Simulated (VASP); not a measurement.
The system is MgSn2N2.

```
Mg Sn N
1.0
     3.50000    0.00000    0.00000
    -1.75000    3.03109    0.00000
     0.00000    0.00000    8.40000
Mg Sn N
1 2 2
Direct
  0.00000 0.00000 0.00000
  0.66667 0.33333 0.23000
  0.33333 0.66667 0.77000
  0.33333 0.66667 0.12000
  0.66667 0.33333 0.88000
```

The cell was built by a generator and needn't be a form met in nature.

- Program: VASP 6.6.1
- Task: relaxation of cell and atoms
- Functional: PBE
- Potentials or basis: VASP PAW PBE potentials, release 64 (Mg, Sn_d, N)
- Cutoff: 520 eV
- k mesh: 5 × 5 × 2
- Occupations: gaussian, width 0.15 eV
- Spin: no spin polarisation

At the start: pressure 14.3 GPa; volume 17.82 Å³/atom.

Task: How do energy, volume and symmetry change on relaxing?

Result: Over 15 steps the energy falls by 559.6 meV/atom and the volume is 18.28 Å³/atom (+2.6 %); space group P-3m1 (No. 164, to 0.05 Å).

The path:
```tsv
step	energy change (eV)	largest force (eV/Å)	pressure (GPa)	volume (Å³)
1	0.0000	4.4644	14.34	89.11
2	-1.1406	1.5341	-10.15	111.09
3	-1.4349	0.8506	-5.42	103.56
4	-2.2657	1.5203	-5.96	99.67
5	-2.3805	1.8055	-6.05	98.01
6	-2.6789	0.6704	5.87	86.81
7	-2.7330	0.7238	2.35	89.67
8	-2.7846	0.2571	0.44	91.59
9	-2.7860	0.3273	0.36	91.87
10	-2.7895	0.1523	-0.69	92.50
11	-2.7899	0.1083	-0.10	92.31
12	-2.7899	0.1273	-0.49	92.37
13	-2.7900	0.1169	-0.41	92.34
14	-2.7932	0.0914	-0.10	91.99
15	-2.7978	0.0729	0.35	91.42
```

Final structure:
```xyz
5
Lattice="3.2492 0.0000 0.0000 -1.6246 2.8139 0.0000 0.0000 0.0000 9.9990" Properties=species:S:1:pos:R:3 pbc="T T T"
Mg    3.2492    0.0000    0.0000
Sn    1.6246    0.9380    2.6074
Sn    0.0000    1.8759    7.3916
N     0.0000    1.8759    1.3017
N     1.6246    0.9380    8.6973
```
